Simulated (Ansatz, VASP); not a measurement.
## Cross-check of CaH21C16S4N2O17F12 (Ca2+ TFSI- in gamma-butyrolactone and dimethyl carbonate at 330 K) between VASP and Ansatz

Aim: how closely do two programs agree when they are given the same cell, functional and k mesh? The cell is taken from a series of runs on this material, whose earlier steps may have relaxed, scaled, displaced or heated it; both programs get it as it stands.

Method: plane waves, with VASP 6.6.1 beside it; PBE with D3(BJ), in Ansatz 0.2.0.

### Step 1. The structure

The cell holds 146 atoms: 4 N, 8 S, 34 O, 32 C, 24 F, 42 H and 2 Ca. Cell: a = 12.462 Å, b = 12.462 Å, c = 12.462 Å, α = 90.0°, β = 90.0°, γ = 90.0°. As first built, before any earlier steps moved the atoms or strained the cell (in the runner's words): 3 gamma-butyrolactone, 4 dimethyl carbonate, 2 Ca2+, 4 TFSI- placed at random, at 1.56 g/cm^3; overlaps pushed apart, then 10 ps at 550 K with divalent ions of Li, Roberts, Chakravorty and Merz (J. Chem. Theory Comput. 9, 2733 (2013)); MMFF94 bonds, angles, torsions, charges and radii (Halgren, J. Comput. Chem. 17, 490 (1996)) in harmonic and 12-6 forms; charges of ions scaled by 0.8. Snapshot after 30 ps at 330 K and fixed volume.

### Step 2. VASP: single point, PBE with D3(BJ)

With cell and atoms fixed, the geometry can't cause a difference; cores, projectors, grids and the points listed under the comparison can.

Lines of VASP's logs that name or quote its potential files are left out, and so is its time.

The input, INCAR:

```
SYSTEM = CaH21C16S4N2O17F12
PREC = Accurate
ENCUT = 600
EDIFF = 1E-06
NELM = 120
ISMEAR = 0
SIGMA = 0.01
LREAL = Auto
ALGO = Normal
GGA = PE
IVDW = 12
NBANDS = 417
LORBIT = 11
LWAVE = .FALSE.
LCHARG = .FALSE.
ISIF = 2
LASPH = .TRUE.
GGA_COMPAT = .FALSE.
EFERMI = MIDGAP
```

The input, POSCAR:

```
CaH21C16S4N2O17F12
1.0
   12.4618300000      0.0000000000      0.0000000000
    0.0000000000     12.4618300000      0.0000000000
    0.0000000000      0.0000000000     12.4618300000
N S O C F H Ca
4 8 34 32 24 42 2
Direct
    0.2432400000      0.6888800000      0.6792300000
    0.2882800000      0.1348700000      0.8355700000
    0.8042700000      0.3793300000      0.6570500000
    0.3947300000      0.1707600000      0.3468300000
    0.3463300000      0.6356900000      0.6242400000
    0.1710700000      0.6313700000      0.7654200000
    0.3555900000      0.2419000000      0.8435900000
    0.1732100000      0.1254400000      0.7814500000
    0.7408100000      0.4096100000      0.7639000000
    0.9066000000      0.3055400000      0.6566600000
    0.5197200000      0.1550600000      0.3737600000
    0.3170600000      0.2597300000      0.3918700000
    0.4468100000      0.6720300000      0.6689300000
    0.3350700000      0.5209600000      0.6004300000
    0.0750300000      0.6933600000      0.7849000000
    0.1586600000      0.5150300000      0.7522700000
    0.4666000000      0.2180300000      0.8654900000
    0.3319200000      0.3230800000      0.7620300000
    0.0878500000      0.1130500000      0.8598200000
    0.1543300000      0.1991200000      0.6918100000
    0.7355300000      0.3226800000      0.8429500000
    0.7668500000      0.5156600000      0.8041300000
    0.0064100000      0.3661100000      0.6574300000
    0.9018900000      0.2118900000      0.7273600000
    0.5802700000      0.1497600000      0.2742600000
    0.5619300000      0.2178000000      0.4620000000
    0.2109100000      0.2422900000      0.3482200000
    0.3235200000      0.2837400000      0.5070900000
    0.8776700000      0.9890800000      0.8010200000
    0.7550900000      0.8629000000      0.8381800000
[... 110 atom lines left out ...]
    0.3937700000      0.6875500000      0.0868100000
    0.1890900000      0.9997400000      0.1754800000
    0.2504200000      0.9913800000      0.3044500000
    0.1068200000      0.9814600000      0.2931400000
    0.2044500000      0.3758000000      0.6300400000
    0.8542700000      0.1528600000      0.9071700000
```

The input, KPOINTS:

```
Automatic mesh
0
Gamma
1 1 1
0 0 0
```

PAW data sets: N, S, O, C, F, H and Ca_sv (PBE family, release 64).

On the command line:

```console
$ export OMP_NUM_THREADS=3
$ mpirun -np 1 vasp_gam
```

Numbers of over 12 decimals in the logs are rounded to 6 here.

What it wrote:

```text
[banner, memory and clock lines left out]
running    1 mpi-ranks, on    1 nodes
[...]
Offloading initialized ...    1 GPUs detected
[...]
LDA part: xc-table for (Slater+PW92), standard interpolation
 POSCAR, INCAR and KPOINTS ok, starting setup
[...]
entering main loop
       N       E                     dE             d eps       ncg     rms          rms(c)
DAV:   1     0.644054618787E+04    0.64405E+04   -0.39225E+05   858   0.163E+03
DAV:   2    -0.283454909448E+03   -0.67240E+04   -0.64601E+04  1027   0.386E+02
DAV:   3    -0.905929015419E+03   -0.62247E+03   -0.61758E+03   988   0.125E+02
DAV:   4    -0.922484759364E+03   -0.16556E+02   -0.16467E+02  1044   0.202E+01
[...]
DAV:  18    -0.843907013303E+03    0.68826E-05   -0.10111E-05   988   0.106E-02    0.683E-03
DAV:  19    -0.843907010192E+03    0.31119E-05   -0.38311E-06   892   0.819E-03    0.402E-03
DAV:  20    -0.843907009856E+03    0.33517E-06   -0.37153E-06   996   0.436E-03
   1 F= -.85251844E+03 E0= -.85251844E+03  d E =0.000000E+00
```

OUTCAR, selected parts (step 2):

```text
  FREE ENERGIE OF THE ION-ELECTRON SYSTEM (eV)
  ---------------------------------------------------
  free  energy   TOTEN  =      -852.5184446813 eV

  energy  without entropy=     -852.5184446813  energy(sigma->0) =     -852.51844468
```

The run ends at a pressure of 0.07 GPa, with forces up to 0.46 eV/Å.

### Step 3. Ansatz: single point, PBE with D3(BJ)

Ansatz runs on its default PAW (the set named soft_2) files.

The same cell, functional and mesh now go to Ansatz, which takes its cutoff from its data sets.

The input, input.yaml:

```yaml
crystal:
  lattice:
    - [12.46183, 0.0, 0.0]
    - [0.0, 12.46183, 0.0]
    - [0.0, 0.0, 12.46183]
  atoms:
    - { symbol: "N", position: [0.24324, 0.68888, 0.67923] }
    - { symbol: S, position: [0.34633, 0.63569, 0.62424] }
    - { symbol: O, position: [0.44681, 0.67203, 0.66893] }
    - { symbol: O, position: [0.33507, 0.52096, 0.60043] }
    - { symbol: C, position: [0.33617, 0.70548, 0.49129] }
    - { symbol: F, position: [0.33994, 0.81184, 0.50426] }
    - { symbol: F, position: [0.4199, 0.67444, 0.43031] }
    - { symbol: F, position: [0.2447, 0.67987, 0.44054] }
    - { symbol: S, position: [0.17107, 0.63137, 0.76542] }
    - { symbol: O, position: [0.07503, 0.69336, 0.7849] }
    - { symbol: O, position: [0.15866, 0.51503, 0.75227] }
    - { symbol: C, position: [0.25108, 0.64014, 0.8927] }
    - { symbol: F, position: [0.27328, 0.74263, 0.91757] }
    - { symbol: F, position: [0.19458, 0.59632, 0.97379] }
    - { symbol: F, position: [0.34381, 0.5865, 0.88149] }
    - { symbol: "N", position: [0.28828, 0.13487, 0.83557] }
    - { symbol: S, position: [0.35559, 0.2419, 0.84359] }
    - { symbol: O, position: [0.4666, 0.21803, 0.86549] }
    - { symbol: O, position: [0.33192, 0.32308, 0.76203] }
    - { symbol: C, position: [0.30406, 0.30502, 0.96958] }
    - { symbol: F, position: [0.30421, 0.23436, 0.05047] }
    - { symbol: F, position: [0.36593, 0.38938, 0.99595] }
    - { symbol: F, position: [0.2031, 0.34001, 0.95342] }
    - { symbol: S, position: [0.17321, 0.12544, 0.78145] }
    - { symbol: O, position: [0.08785, 0.11305, 0.85982] }
    - { symbol: O, position: [0.15433, 0.19912, 0.69181] }
    - { symbol: C, position: [0.18924, 0.9908, 0.71605] }
    - { symbol: F, position: [0.09769, 0.96659, 0.66435] }
    - { symbol: F, position: [0.26991, 0.99327, 0.64555] }
    - { symbol: F, position: [0.20853, 0.91659, 0.79103] }
    - { symbol: "N", position: [0.80427, 0.37933, 0.65705] }
    - { symbol: S, position: [0.74081, 0.40961, 0.7639] }
    - { symbol: O, position: [0.73553, 0.32268, 0.84295] }
    - { symbol: O, position: [0.76685, 0.51566, 0.80413] }
    - { symbol: C, position: [0.60294, 0.42639, 0.70505] }
    - { symbol: F, position: [0.56491, 0.33452, 0.66642] }
    - { symbol: F, position: [0.53901, 0.46229, 0.78405] }
    - { symbol: F, position: [0.6074, 0.49941, 0.62627] }
    - { symbol: S, position: [0.9066, 0.30554, 0.65666] }
    - { symbol: O, position: [0.00641, 0.36611, 0.65743] }
    - { symbol: O, position: [0.90189, 0.21189, 0.72736] }
    - { symbol: C, position: [0.89631, 0.2495, 0.51682] }
    - { symbol: F, position: [0.81119, 0.18448, 0.50816] }
    - { symbol: F, position: [0.88757, 0.32908, 0.44485] }
    - { symbol: F, position: [0.98584, 0.19316, 0.49627] }
    - { symbol: "N", position: [0.39473, 0.17076, 0.34683] }
    - { symbol: S, position: [0.51972, 0.15506, 0.37376] }
    - { symbol: O, position: [0.58027, 0.14976, 0.27426] }
    - { symbol: O, position: [0.56193, 0.2178, 0.462] }
    - { symbol: C, position: [0.51697, 0.01277, 0.42343] }
    - { symbol: F, position: [0.47774, 0.94583, 0.34891] }
    - { symbol: F, position: [0.61875, 0.98199, 0.4466] }
    - { symbol: F, position: [0.45782, 0.00533, 0.51288] }
    - { symbol: S, position: [0.31706, 0.25973, 0.39187] }
    - { symbol: O, position: [0.21091, 0.24229, 0.34822] }
    - { symbol: O, position: [0.32352, 0.28374, 0.50709] }
    - { symbol: C, position: [0.36753, 0.38634, 0.32633] }
    - { symbol: F, position: [0.36892, 0.37329, 0.21901] }
    - { symbol: F, position: [0.30374, 0.46971, 0.34951] }
    - { symbol: F, position: [0.46778, 0.40962, 0.35897] }
    - { symbol: O, position: [0.87767, 0.98908, 0.80102] }
    - { symbol: C, position: [0.83388, 0.90457, 0.7773] }
    - { symbol: C, position: [0.85589, 0.8332, 0.6819] }
    - { symbol: C, position: [0.75498, 0.76344, 0.6743] }
    - { symbol: C, position: [0.71312, 0.76397, 0.78982] }
    - { symbol: O, position: [0.75509, 0.8629, 0.83818] }
    - { symbol: H, position: [0.87379, 0.88197, 0.61099] }
    - { symbol: H, position: [0.92828, 0.7859, 0.70053] }
    - { symbol: H, position: [0.6956, 0.79976, 0.62032] }
    - { symbol: H, position: [0.77105, 0.68141, 0.64725] }
    - { symbol: H, position: [0.62558, 0.76769, 0.79606] }
    - { symbol: H, position: [0.74397, 0.6966, 0.83703] }
    - { symbol: O, position: [0.12162, 0.45697, 0.48321] }
    - { symbol: C, position: [0.0686, 0.52487, 0.43641] }
    - { symbol: C, position: [0.05152, 0.53683, 0.31733] }
    - { symbol: C, position: [0.95784, 0.6158, 0.30979] }
    - { symbol: C, position: [0.9681, 0.67787, 0.41524] }
    - { symbol: O, position: [0.01781, 0.60303, 0.49071] }
    - { symbol: H, position: [0.12565, 0.57091, 0.28346] }
    - { symbol: H, position: [0.03881, 0.45877, 0.27919] }
    - { symbol: H, position: [0.96239, 0.66912, 0.24006] }
    - { symbol: H, position: [0.88131, 0.57228, 0.30726] }
    - { symbol: H, position: [0.02196, 0.74732, 0.40819] }
    - { symbol: H, position: [0.89173, 0.70279, 0.45083] }
    - { symbol: O, position: [0.77433, 0.22322, 0.07088] }
    - { symbol: C, position: [0.72243, 0.30207, 0.09713] }
    - { symbol: C, position: [0.60787, 0.32984, 0.07167] }
    - { symbol: C, position: [0.60346, 0.45059, 0.09329] }
    - { symbol: C, position: [0.68973, 0.46407, 0.17949] }
    - { symbol: O, position: [0.76807, 0.37945, 0.15782] }
    - { symbol: H, position: [0.58705, 0.30494, 0.99018] }
    - { symbol: H, position: [0.55771, 0.28378, 0.12804] }
    - { symbol: H, position: [0.62498, 0.49541, 0.02053] }
    - { symbol: H, position: [0.52482, 0.47817, 0.12082] }
    - { symbol: H, position: [0.73331, 0.54036, 0.17612] }
    - { symbol: H, position: [0.65883, 0.45094, 0.26102] }
    - { symbol: C, position: [0.95223, 0.51479, 0.96327] }
    - { symbol: O, position: [0.0022, 0.45999, 0.05236] }
    - { symbol: C, position: [0.99902, 0.35336, 0.04823] }
    - { symbol: O, position: [0.96286, 0.29984, 0.9737] }
    - { symbol: O, position: [0.04319, 0.31553, 0.13769] }
    - { symbol: C, position: [0.04708, 0.20017, 0.14792] }
    - { symbol: H, position: [0.86579, 0.5001, 0.96369] }
    - { symbol: H, position: [0.98651, 0.48793, 0.88699] }
    - { symbol: H, position: [0.96947, 0.59984, 0.97572] }
    - { symbol: H, position: [0.09724, 0.18603, 0.2183] }
    - { symbol: H, position: [0.08295, 0.16457, 0.07592] }
    - { symbol: H, position: [0.96562, 0.1693, 0.15936] }
    - { symbol: C, position: [0.54896, 0.97305, 0.02669] }
    - { symbol: O, position: [0.53431, 0.97551, 0.91166] }
    - { symbol: C, position: [0.60429, 0.03502, 0.85795] }
    - { symbol: O, position: [0.67857, 0.08583, 0.89871] }
    - { symbol: O, position: [0.58119, 0.03024, 0.75405] }
    - { symbol: C, position: [0.645, 0.09707, 0.68422] }
    - { symbol: H, position: [0.48007, 0.92915, 0.05836] }
    - { symbol: H, position: [0.55106, 0.05468, 0.05927] }
    - { symbol: H, position: [0.62414, 0.93138, 0.04573] }
    - { symbol: H, position: [0.59219, 0.12294, 0.61953] }
    - { symbol: H, position: [0.71214, 0.05029, 0.65208] }
    - { symbol: H, position: [0.67495, 0.16696, 0.72768] }
    - { symbol: C, position: [0.0478, 0.86715, 0.99487] }
    - { symbol: O, position: [0.97212, 0.85735, 0.08257] }
    - { symbol: C, position: [0.90405, 0.93861, 0.09569] }
    - { symbol: O, position: [0.89939, 0.01912, 0.03921] }
    - { symbol: O, position: [0.84359, 0.91781, 0.18133] }
    - { symbol: C, position: [0.76844, 0.0003, 0.21487] }
    - { symbol: H, position: [0.00995, 0.84286, 0.91949] }
    - { symbol: H, position: [0.11275, 0.81198, 0.0148] }
    - { symbol: H, position: [0.07722, 0.94956, 0.98787] }
    - { symbol: H, position: [0.74518, 0.05129, 0.14757] }
    - { symbol: H, position: [0.80605, 0.04906, 0.27773] }
    - { symbol: H, position: [0.69918, 0.95787, 0.24767] }
    - { symbol: C, position: [0.3625, 0.64727, 0.15834] }
    - { symbol: O, position: [0.26748, 0.70068, 0.19718] }
    - { symbol: C, position: [0.27562, 0.80854, 0.2006] }
    - { symbol: O, position: [0.35076, 0.86139, 0.16827] }
    - { symbol: O, position: [0.18554, 0.84698, 0.24587] }
    - { symbol: C, position: [0.18362, 0.96264, 0.25507] }
    - { symbol: H, position: [0.33741, 0.56544, 0.13965] }
    - { symbol: H, position: [0.4241, 0.64704, 0.22125] }
    - { symbol: H, position: [0.39377, 0.68755, 0.08681] }
    - { symbol: H, position: [0.18909, 0.99974, 0.17548] }
    - { symbol: H, position: [0.25042, 0.99138, 0.30445] }
    - { symbol: H, position: [0.10682, 0.98146, 0.29314] }
    - { symbol: Ca, position: [0.20445, 0.3758, 0.63004] }
    - { symbol: Ca, position: [0.85427, 0.15286, 0.90717] }
kpoints:
  mp_grid: { grid: [1, 1, 1] }
hamiltonian:
  xc: pbe
  dispersion: d3bj
scf:
  occupations: { method: fixed }
output:
  forces: true
  stress: true
  populations: intrinsic
  dos:
    method: { smearing: { sigma: 0.08 } }
    de: 0.1
    projected: { site_lists: { C: [C], Ca: [Ca], F: [F], H: [H], "N": ["N"] } }
  eigenvalues: true
  write_density: true
  write_potential: true
  volumetric_format: npy
```

On the command line:

```console
$ ansatz run input.yaml --threads 4 --pin off --max-ram 8192MiB --backend cpu --events-out ev --progress --plain --runs-dir out
```

What it wrote:

```text
Engine: ansatz 0.2.0, aarch64-unknown-linux-gnu
Pseudopotentials: kind: paw
Pseudopotential: N, paw, valence charge 5, recommended cutoff 420 eV (normal), N.paw.azcp
Pseudopotential: S, paw, valence charge 6, recommended cutoff 420 eV (normal), S.paw.azcp
Pseudopotential: O, paw, valence charge 6, recommended cutoff 420 eV (normal), O.paw.azcp
Pseudopotential: C, paw, valence charge 4, recommended cutoff 420 eV (normal), C.paw.azcp
Pseudopotential: F, paw, valence charge 7, recommended cutoff 420 eV (normal), F.paw.azcp
Pseudopotential: H, paw, valence charge 1, recommended cutoff 420 eV (normal), H.paw.azcp
Pseudopotential: Ca, paw, valence charge 10, recommended cutoff 420 eV (normal), Ca.paw.azcp
Functional definition: PBE
  parameter kappa = 0.804
  parameter beta = 0.066725
  exchange = pbe_x(kappa = kappa, mu = beta*pi^2/3)
  correlation = pbe_c(beta = beta)
Crystal: 146 atoms, lattice volume = 1935.287 Å³
Basis set: ecut = 420 eV, 37705 PW (Γ), exchange–correlation on 180×180×180 points (8 copies of the dense FFT grid, shifted against one another)
Bands: 461, of which v1, the nominal top of the filled ones, is band 315 counted from 1 (314 counted from 0)
Symmetry: 1 space group operations
Space group: P1 (ITA 1), of the structure as read, at distance tolerance 1.2e-4 Å
k-points: 1
Non-local potential: N, projectors of the file, l = 0: 2, l = 1: 2, l = 2: 1
Non-local potential: S, projectors of the file, l = 0: 2, l = 1: 2, l = 2: 2
Non-local potential: O, projectors of the file, l = 0: 2, l = 1: 2, l = 2: 1
Non-local potential: C, projectors of the file, l = 0: 2, l = 1: 2, l = 2: 1
Non-local potential: F, projectors of the file, l = 0: 2, l = 1: 2, l = 2: 1
Non-local potential: H, projectors of the file, l = 0: 2, l = 1: 1
Non-local potential: Ca, projectors of the file, l = 0: 3, l = 1: 2, l = 2: 2
PAW form: soft (Blöchl's): semilocal exchange-correlation on the pseudo side does not see the compensation charge
PAW one-centre angular grid: N, 110 points (default); XC on 64 Gauss nodes
PAW one-centre angular grid: S, 110 points (default); XC on 64 Gauss nodes
PAW one-centre angular grid: O, 110 points (default); XC on 64 Gauss nodes
PAW one-centre angular grid: C, 110 points (default); XC on 64 Gauss nodes
PAW one-centre angular grid: F, 110 points (default); XC on 64 Gauss nodes
PAW one-centre angular grid: H, 110 points (default); XC on 64 Gauss nodes
PAW one-centre angular grid: Ca, 110 points (default); XC on 64 Gauss nodes
Initial density: superposition of atomic densities (neutral atoms: chi_scale 0, normalization atom), corrected by the library's trained network
Initial wavefunctions: pseudopotential atomic-orbital guess
Functional: x = pbe(κ = 0.804, μ = 0.219515), c = pbe(β = 0.066725)
SCF iter   1: F=—  HF=-59759.767507 eV  |F-HF|=—  |Δ(HF+E_count)|=         —  Δρ=5.44e-3  dr2=5.72e-1  ethr=1.77e-3  ⟨swp⟩=4.0  Hψ=1721  notcnv=0  defer=141
preconditioner: auto → Resta (q_TF=auto, 2.263 Å⁻¹)  ε∞=2.5  [insulator: Δε(μ)=4.942 eV  Ē_g=16.965 eV  n_scr=388 (ndim 8)  ℏωp=20.8 eV  f_vac=0.307  ε∞_Penn≈2.5]
SCF iter   2: F=—  HF=-59759.627592 eV  |F-HF|=—  |Δ(HF+E_count)|=   1.40e-1  Δρ=2.66e-3  dr2=1.16e-1  ethr=9.09e-5  ⟨swp⟩=2.0  Hψ=800  notcnv=0  defer=143
SCF iter   3: F=—  HF=-59759.634887 eV  |F-HF|=—  |Δ(HF+E_count)|=   7.29e-3  Δρ=1.23e-3  dr2=3.64e-2  ethr=1.84e-5  ⟨swp⟩=3.0  Hψ=603  notcnv=0  defer=144
SCF iter   4: F=—  HF=-59759.634289 eV  |F-HF|=—  |Δ(HF+E_count)|=   5.98e-4  Δρ=5.00e-4  dr2=6.23e-3  ethr=5.77e-6  ⟨swp⟩=3.0  Hψ=601  notcnv=0  defer=144
SCF iter   5: F=—  HF=-59759.633249 eV  |F-HF|=—  |Δ(HF+E_count)|=   1.04e-3  Δρ=2.49e-4  dr2=1.39e-3  ethr=9.89e-7  ⟨swp⟩=2.0  Hψ=811  notcnv=0  defer=144
SCF iter   6: F=—  HF=-59759.632945 eV  |F-HF|=—  |Δ(HF+E_count)|=   3.04e-4  Δρ=7.63e-5  dr2=1.45e-4  ethr=2.21e-7  ⟨swp⟩=2.0  Hψ=599  notcnv=0  defer=144
SCF iter   7: F=—  HF=-59759.632885 eV  |F-HF|=—  |Δ(HF+E_count)|=   6.00e-5  Δρ=3.79e-5  dr2=2.77e-5  ethr=2.30e-8  ⟨swp⟩=2.0  Hψ=598  notcnv=0  defer=142
SCF iter   8: F=—  HF=-59759.637108 eV  |F-HF|=—  |Δ(HF+E_count)|=   4.22e-3  Δρ=1.89e-5  dr2=6.58e-6  ethr=4.40e-9  ⟨swp⟩=2.0  Hψ=634  notcnv=0  defer=142
SCF iter   9: F=—  HF=-59759.637107 eV  |F-HF|=—  |Δ(HF+E_count)|=   1.20e-6  Δρ=5.37e-6  dr2=7.08e-7  ethr=1.04e-9  ⟨swp⟩=2.0  Hψ=599  notcnv=0  defer=142
SCF iter  10: F=—  HF=-59759.637107 eV  |F-HF|=—  |Δ(HF+E_count)|=   1.26e-8  Δρ=3.34e-6  dr2=2.16e-7  ethr=1.12e-10  ⟨swp⟩=2.0  Hψ=628  notcnv=0  defer=142
SCF iter  11: F=-59759.637107 eV  HF=-59759.637107 eV  |F-HF|=7.39e-9  |Δ(HF+E_count)|=   9.84e-9  Δρ=8.74e-7  dr2=2.22e-8  ethr=1.59e-11  ⟨swp⟩=23.0  Hψ=4725  notcnv=0
SCF 1 converged in 11 iterations: F = -59759.637107 eV  dr2 = 2.22e-8
  greatest PAW one-centre occupation: 0.995 electrons in one spin orbital (limit 2), on the Ca atom at site 144 (counted from 0), in its partial waves of l = 0
[...]
atom 135  C      0.00957372    -0.00953212     0.01844481
  atom 136  O     -0.00868492    -0.00269387    -0.00527674
  atom 137  O      0.00706426    -0.01156130    -0.00540202
  atom 138  C     -0.00796916     0.00816802     0.00816132
  atom 139  H     -0.00136444    -0.00056481     0.00191430
  atom 140  H      0.00228477     0.00140190     0.00181104
  atom 141  H      0.00105829     0.00128120    -0.00117726
  atom 142  H      0.00090687     0.00206322    -0.00603508
  atom 143  H      0.00076110    -0.00184971     0.00153505
  atom 144  H      0.00236870    -0.00162410    -0.00177578
  atom 145  Ca    -0.00074074     0.00365564    -0.00297861
  atom 146  Ca     0.00761687    -0.00134721     0.00293471
  max |Σ_I F_I| component: 3.17e-5 eV/Å
--- Stress (GPa, compression-positive) ---
        0.011619      -0.036298       0.079602
       -0.036297      -0.018143       0.033444
        0.079602       0.033445       0.031602
  P = ⅓ Tr σ = 0.0084 GPa (0.084 kbar)
--- Band table (eV) ---
  k-point 0: bands = [... 311 lower, -0.8062, -0.7937, -0.5917, -0.5161, 4.3767, 4.4171, 4.4649, 4.8705, ... 142 higher]
--- intrinsic populations: 146 sites ---
  site symbol       q [e]
     0      N      6.0844
     1      S      3.8934
     2      O      6.8700
     3      O      6.9433
     4      C      3.3965
     5      F      7.2507
     6      F      7.2680
     7      F      7.2613
     8      S      3.8664
     9      O      6.8826
    10      O      6.9576
    11      C      3.4226
    12      F      7.2560
    13      F      7.2634
    14      F      7.2577
    15      N      6.0816
    16      S      3.8613
    17      O      6.8735
    18      O      6.9560
    19      C      3.4174
    20      F      7.2531
    21      F      7.2632
    22      F      7.2668
    23      S      3.8965
[...]
138      H      0.8001
   139      H      0.8182
   140      H      0.8123
   141      H      0.8194
   142      H      0.7980
   143      H      0.8008
   144     Ca      8.2888
   145     Ca      8.2816
  spilling = -0.000000 (of n_electrons = 630.000000)
```

[end of part 1 of 2]

[Lines on the potential files, build, host, timing and source positions are cut from VASP's logs without a mark.]

[Logs are printed without paths, hosts, clocks, repeated set-up lines and the standing remarks that a program may print on its own settings, such as how far it seeks lower states.]

[Hosts, paths, dates, database ids (printed as entryN), source tags and the programs' standing remarks are cut or masked in the printed files.]

[The MMFF94 radii named for the starting cell were scaled by 0.96; in molecules described by MMFF94, hydrogen bound to N, O or S took a small fixed 12-6 site in their place.]
